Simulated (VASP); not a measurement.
Output of a VASP run:

**OSZICAR**
```
       N       E                     dE             d eps       ncg     rms          rms(c)
DAV:   1     0.180597451570E+03    0.18060E+03   -0.12085E+04  2448   0.124E+03
DAV:   2    -0.622348913055E+01   -0.18682E+03   -0.18527E+03  3064   0.374E+02
DAV:   3    -0.190713465371E+02   -0.12848E+02   -0.12764E+02  4640   0.706E+01
DAV:   4    -0.192669554264E+02   -0.19561E+00   -0.19557E+00  2672   0.986E+00
DAV:   5    -0.192723438959E+02   -0.53885E-02   -0.53884E-02  3760   0.109E+00    0.164E+01
DAV:   6    -0.186895481178E+02    0.58280E+00   -0.88389E-01  2528   0.817E+00    0.669E+00
DAV:   7    -0.185744263919E+02    0.11512E+00   -0.58322E-01  3544   0.562E+00    0.107E+00
DAV:   8    -0.185770050684E+02   -0.25787E-02   -0.33599E-02  3360   0.162E+00    0.275E-01
DAV:   9    -0.185772495245E+02   -0.24446E-03   -0.11923E-03  2976   0.357E-01    0.356E-02
DAV:  10    -0.185772314167E+02    0.18108E-04   -0.34405E-05  3656   0.410E-02    0.235E-02
DAV:  11    -0.185772314890E+02   -0.72306E-07   -0.68750E-06  2680   0.348E-02
   1 F= -.18577231E+02 E0= -.18577742E+02  d E =-.185772E+02
```

**OUTCAR**
```
------------------------ aborting loop because EDIFF is reached ----------------------------------------
  FORCE on cell =-STRESS in cart. coord.  units (eV):
  Direction    XX          YY          ZZ          XY          YZ          ZX
  --------------------------------------------------------------------------------------
  Total       -0.0190048     -0.0190048     -0.0086848      0.0000000      0.0000000      0.0000000
  in kB       -0.6989289     -0.6989289     -0.3193960      0.0000000      0.0000000      0.0000000
  external PRESSURE =      -0.5724179 kB  Pullay stress =       0.0000000 kB
  volume of cell :       43.57
      direct lattice vectors                 reciprocal lattice vectors
     1.571334443 -2.721631040  0.000000000     0.318200878 -0.183713366  0.000000000
     1.571334443  2.721631040  0.000000000     0.318200878  0.183713366  0.000000000
     0.000000000  0.000000000  5.093451961     0.000000000  0.000000000  0.196330506
 POSITION                                       TOTAL-FORCE (eV/Angst)
 -----------------------------------------------------------------------------------
      1.57133      0.90721      1.27336        -0.000000     -0.000000      0.000000
      1.57133     -0.90721      3.82009         0.000000      0.000000      0.000000
 -----------------------------------------------------------------------------------
    total drift:                               -0.000000      0.001101     -0.000018
  FREE ENERGIE OF THE ION-ELECTRON SYSTEM (eV)
  ---------------------------------------------------
  free  energy   TOTEN  =       -18.5772314890 eV

  energy  without entropy=      -18.5787632848  energy(sigma->0) =      -18.57774209

 reached required accuracy - stopping structural energy minimisation
```
(Selected blocks of OUTCAR.)

**POSCAR**
```
Zr
1
    1.5713344426    -2.7216310403     0.0000000000
    1.5713344426     2.7216310403    -0.0000000000
    0.0000000000     0.0000000000     5.0934519615
Zr
2
Direct
  0.3333330000   0.6666670000   0.2500000000
  0.6666670000   0.3333330000   0.7500000000
```

**Question.** Write an INCAR and KPOINTS that could have produced this output.

**Answer.** One answer among several that fit: the input of the run itself, LDA (Ceperley-Alder, Perdew-Zunger), plane waves, VASP's LDA PAW potentials (set 64).

### INCAR
```
NELM = 100   ! most electronic steps
PREC = Accurate
ISMEAR = 1   ! Methfessel-Paxton
LCHARG = .FALSE.
LMAXMIX = 4   ! l cut-off of mixed one-centre charges
EDIFF = 1E-6
LREAL = .FALSE.   ! projection in real space or not
NSW = 60   ! most ionic steps
ISIF = 3   ! ions, shape and volume
EDIFFG = -0.01   ! ionic stop
LWAVE = .FALSE.
SIGMA = 0.1
ENCUT = 400   ! plane-wave cut-off (eV)
IBRION = 2   ! conjugate gradients
SYSTEM = Zr
ALGO = Normal
LASPH = .TRUE.   ! aspherical one-centre terms
```

### KPOINTS
```
Automatic mesh
0
gamma
 12 12 7
```

POTCAR, in this order: Zr_sv (LDA.64 set). Program: vasp_std.

The compound is Zr in the hcp structure. It was relaxed first, which changed the volume by -6 %. The start is the result of an earlier pass.
